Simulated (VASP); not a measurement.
Calculation: PBEsol GGA, VASP's PBE PAW potentials (set 64) (plane waves; VASP).

Input for VASP

POSCAR:
```
ZnCdO2
1
    3.3868445352     0.0000000000     0.0000000000
   -1.6934222676     2.9330934703     0.0000000000
    0.0000000000     0.0000000000     5.6204966810
Zn Cd O
1 1 2
Direct
  0.0000000000   0.0000000000   0.9979326380
  0.6666670000   0.3333330000   0.4888636713
  0.6666670000   0.3333330000   0.0974391176
  0.0000000000   0.0000000000   0.6517645731
```

### INCAR
```
# general
SYSTEM   =  ZnCdO2
PREC     =  Accurate
ENCUT    =  520
LREAL    =  .FALSE.   # projection in real space or not
LASPH    =  .TRUE.

# electronic loop
EDIFF    =  1E-6   # SCF stop (eV)
NELM     =  100
ALGO     =  Normal   # blocked Davidson
LMAXMIX  =  4

# smearing
ISMEAR   =  1   # Methfessel-Paxton
SIGMA    =  0.1   # width (eV)

# functional
GGA      =  PS   # PBEsol

# ions
IBRION   =  2
NSW      =  60   # most ionic steps
ISIF     =  3
EDIFFG   =  -0.02

# output
LWAVE    =  .FALSE.
LCHARG   =  .FALSE.
```

### KPOINTS
```
Automatic mesh
0
Gamma
9 9 5
0 0 0
```

POTCAR, in this order: Zn Cd O (PBE.64 set). Program: vasp_std.

The resulting files:

File OUTCAR:
```
 ion  position               nearest neighbor table
   1  0.000  0.000  0.998-   4 1.95   3 2.03   3 2.03   3 2.03   2 3.38   2 3.38   2 3.38
   2  0.667  0.333  0.489-   4 2.16   4 2.16   4 2.16   3 2.20   1 3.38   1 3.38   1 3.38
   3  0.667  0.333  0.097-   1 2.03   1 2.03   1 2.03   2 2.20
   4  0.000  0.000  0.652-   1 1.95   2 2.16   2 2.16   2 2.16
  LATTYP: Found a hexagonal cell.
 ALAT       =     3.3868445352
 C/A-ratio  =     1.6595083189
 Subroutine PRICEL returns:
 Original cell was already a primitive cell.
 Subroutine GETGRP returns: Found  6 space group operations
The static configuration has the point symmetry C_3v.
The dynamic configuration has the point symmetry C_3v.
 Subroutine INISYM returns: Found  6 space group operations
 Subroutine IBZKPT returns following result:
 Found     50 irreducible k-points:

 Following reciprocal coordinates:
            Coordinates               Weight
  0.000000  0.000000  0.000000      1.000000
  0.111111 -0.000000  0.000000      6.000000
  0.222222  0.000000  0.000000      6.000000
  0.333333 -0.000000  0.000000      6.000000
  0.444444  0.000000  0.000000      6.000000
  0.111111  0.111111  0.000000      6.000000
...
```

OSZICAR:
```
       N       E                     dE             d eps       ncg     rms          rms(c)
DAV:   1     0.319331472453E+03    0.31933E+03   -0.19625E+04  2200   0.202E+03
DAV:   2     0.771951870339E+01   -0.31161E+03   -0.29895E+03  2362   0.454E+02
DAV:   3    -0.206806179035E+02   -0.28400E+02   -0.28140E+02  2626   0.143E+02
DAV:   4    -0.211166405124E+02   -0.43602E+00   -0.43572E+00  2392   0.192E+01
DAV:   5    -0.211198275187E+02   -0.31870E-02   -0.31869E-02  2572   0.161E+00    0.153E+01
DAV:   6    -0.178464493383E+02    0.32734E+01   -0.12841E+01  3564   0.727E+01    0.105E+01
DAV:   7    -0.179586707489E+02   -0.11222E+00   -0.24965E+00  2266   0.183E+01    0.683E+00
DAV:   8    -0.180073051156E+02   -0.48634E-01   -0.12344E+00  2554   0.105E+01    0.247E+00
DAV:   9    -0.178986103815E+02    0.10869E+00   -0.33614E-01  2930   0.784E+00    0.474E-01
DAV:  10    -0.179006105428E+02   -0.20002E-02   -0.52504E-02  2212   0.184E+00    0.131E-01
DAV:  11    -0.179007925084E+02   -0.18197E-03   -0.15428E-03  2704   0.490E-01    0.102E-01
DAV:  12    -0.179008097180E+02   -0.17210E-04   -0.20000E-04  3002   0.167E-01    0.299E-02
DAV:  13    -0.179008194748E+02   -0.97569E-05   -0.36027E-05  2356   0.560E-02    0.151E-02
DAV:  14    -0.179008204858E+02   -0.10110E-05   -0.52064E-06  2530   0.277E-02    0.827E-03
DAV:  15    -0.179008205326E+02   -0.46724E-07   -0.17770E-06  1672   0.162E-02
   1 F= -.17900821E+02 E0= -.17900916E+02  d E =-.179008E+02
       N       E                     dE             d eps       ncg     rms          rms(c)
DAV:   1    -0.179023740927E+02   -0.15536E-02   -0.92863E-02  2220   0.338E+00    0.301E-01
DAV:   2    -0.179011331996E+02    0.12409E-02   -0.76081E-03  2542   0.139E+00    0.105E-01
DAV:   3    -0.179010059110E+02    0.12729E-03   -0.33891E-04  3056   0.332E-01    0.863E-02
DAV:   4    -0.179009833693E+02    0.22542E-04   -0.66922E-05  2680   0.756E-02    0.526E-02
DAV:   5    -0.179009728395E+02    0.10530E-04   -0.11373E-05  2936   0.602E-02    0.645E-03
DAV:   6    -0.179009720985E+02    0.74106E-06   -0.21582E-06  1602   0.260E-02
   2 F= -.17900972E+02 E0= -.17901067E+02  d E =-.151566E-03
       N       E                     dE             d eps       ncg     rms          rms(c)
DAV:   1    -0.179010043142E+02   -0.31475E-04   -0.19937E-03  2220   0.496E-01    0.434E-02
DAV:   2    -0.179009787598E+02    0.25554E-04   -0.16165E-04  2548   0.203E-01    0.160E-02
DAV:   3    -0.179009760415E+02    0.27183E-05   -0.69536E-06  2650   0.475E-02    0.135E-02
DAV:   4    -0.179009753349E+02    0.70668E-06   -0.14161E-06  1100   0.112E-02
   3 F= -.17900975E+02 E0= -.17901071E+02  d E =-.154802E-03
```

**OUTCAR**
```
------------------------ aborting loop because EDIFF is reached ----------------------------------------
  FORCE on cell =-STRESS in cart. coord.  units (eV):
  Direction    XX          YY          ZZ          XY          YZ          ZX
  --------------------------------------------------------------------------------------
  Total       -0.0031765     -0.0031765      0.0799434      0.0000000      0.0000000      0.0000000
  in kB       -0.0913055     -0.0913055      2.2979111      0.0000000      0.0000000      0.0000000
  external PRESSURE =       0.7051000 kB  Pullay stress =       0.0000000 kB
  volume of cell :       55.74
      direct lattice vectors                 reciprocal lattice vectors
     3.384761960  0.000000000 -0.000000000     0.295441751  0.170573371  0.000000000
    -1.692380980  2.931289907  0.000000000     0.000000000  0.341146741  0.000000000
     0.000000000 -0.000000000  5.617890362     0.000000000  0.000000000  0.178002762
 POSITION                                       TOTAL-FORCE (eV/Angst)
 -----------------------------------------------------------------------------------
     -0.00000     -0.00000      5.60395        -0.000000     -0.000000     -0.012330
      1.69238      0.97710      2.74631         0.000000      0.000000     -0.010294
      1.69238      0.97710      0.54795         0.000000     -0.000000      0.011965
      3.38476     -0.00000      3.66338        -0.000000     -0.000000      0.010659
 -----------------------------------------------------------------------------------
    total drift:                               -0.002332      0.001346      0.001524
  FREE ENERGIE OF THE ION-ELECTRON SYSTEM (eV)
  ---------------------------------------------------
  free  energy   TOTEN  =       -17.9009753349 eV

  energy  without entropy=      -17.9012610177  energy(sigma->0) =      -17.90107056

 reached required accuracy - stopping structural energy minimisation
```
(Selected blocks of OUTCAR.)

File CONTCAR:
```
ZnCdO2
   1.00000000000000
     3.3847619597287868    0.0000000000000000   -0.0000000000000000
    -1.6923809798643934    2.9312899069182961    0.0000000000000000
     0.0000000000000000   -0.0000000000000000    5.6178903616400344
  Zn              Cd              O
     1     1     2
Direct
     0.0000000000000000    0.0000000000000000    0.9975188493571900
     0.6666669999999968    0.3333330000000032    0.4888514484430341
     0.6666669999999968    0.3333330000000032    0.0975373628604700
     1.0000000000000000    0.0000000000000000    0.6520923393393101
```

The structure comes from a computed database's ZnCdO2 entry (P3m1); how it stands against other phases isn't given here. This run relaxes it. Symmetry was kept, so distortions that lower it aren't found. The start is the result of an earlier pass.
